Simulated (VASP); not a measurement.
Given:

```xyz
6
Lattice="4.7576 0.0000 0.0000 0.0000 4.7576 0.0000 0.0000 0.0000 4.7576" Properties=species:S:1:pos:R:3 pbc="T T T"
Ag     3.5682     1.1894     3.5682
Ag     1.1894     3.5682     3.5682
Ag     3.5682     3.5682     1.1894
Ag     1.1894     1.1894     1.1894
O      0.0000     0.0000     0.0000
O      2.3788     2.3788     2.3788
```

Level of theory: rev-vdW-DF2, VASP's PBE PAW potentials (set 64) (plane waves; VASP 6.6.1). Settings: 520 eV cut-off, Gaussian smearing of 0.050 eV, potentials Ag O.

### Question
Give the energies of bands 18 to 31 at the high-symmetry points, in eV from the valence-band maximum.

### Answer

```tsv
band	Γ	X	M	R
18	-2.92	-3.04	-3.23	-2.94
19	-2.92	-2.90	-3.00	-2.94
20	-2.73	-2.90	-3.00	-2.71
21	-2.73	-2.68	-2.89	-2.71
22	-2.73	-2.68	-2.89	-2.71
23	-2.56	-2.54	-1.93	-2.64
24	-2.56	-2.54	-1.93	-2.64
25	-2.56	-1.54	-1.56	-1.72
26	0.00	-1.54	-1.56	-0.67
27	0.00	-0.46	-0.80	-0.67
28	0.00	-0.46	-0.80	-0.67
29	0.03	2.08	2.12	2.64
30	2.11	2.08	2.12	2.64
31	2.11	4.76	3.73	2.64
```

The gap is direct, 0.03 eV, from the valence maximum at Γ to the conduction minimum at Γ.

The compound is Ag2O in the cuprite structure. It was relaxed first.
